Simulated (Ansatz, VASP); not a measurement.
# SiSbTe3: VASP beside Ansatz

```
CELL_PARAMETERS angstrom
5.06685 0.00000 0.00000
-2.53342 4.38802 0.00000
0.00000 0.00000 6.08124
ATOMIC_POSITIONS crystal
Si 0.00000 0.00000 0.50000
Sb 0.33333 0.66667 0.00000
Te 0.66667 0.33333 0.24892
Te 0.66667 0.33333 0.75108
Te 0.00000 0.00000 0.00000
```

Change from the starting cell: species swapped into the GaFe3As type (P-6m2, No. 187).

Alike in both runs: task single point; functional PBE; k mesh 6 × 6 × 4; occupations gaussian, width 0.1 eV; no spin polarisation.

```csv
,VASP,Ansatz
version,VASP 6.6.1,Ansatz 0.2.0
potentials or method,"VASP PAW PBE potentials, release 64 (Si, Sb, Te)","scalar-relativistic, plane waves, PAW"
plane-wave cutoff (eV),520,420
valence electrons in the cell,27,67
```

```tsv
	VASP	Ansatz	Ansatz less VASP
gap on the k mesh at the Fermi level (eV)	none	none	-
pressure (GPa)	7.3	7.3	+0.05
largest component of the traceless stress (GPa)	3.39	3.38	-0.009
rms of the force components (eV/Å)	0.495	0.497	+0.0017
```

Atom by atom the forces differ by 0.002 eV/Å (rms over components). A gap of «none» marks a metal or a gap that the smearing closes. The two sets of potentials don't hold the same shells in valence.

Caveats: forces of over 1 eV/Å show positions far from the minimum, so gaps and moduli don't describe the material at rest. Spin-orbit coupling is left out, which matters for the levels of Sb, Te.
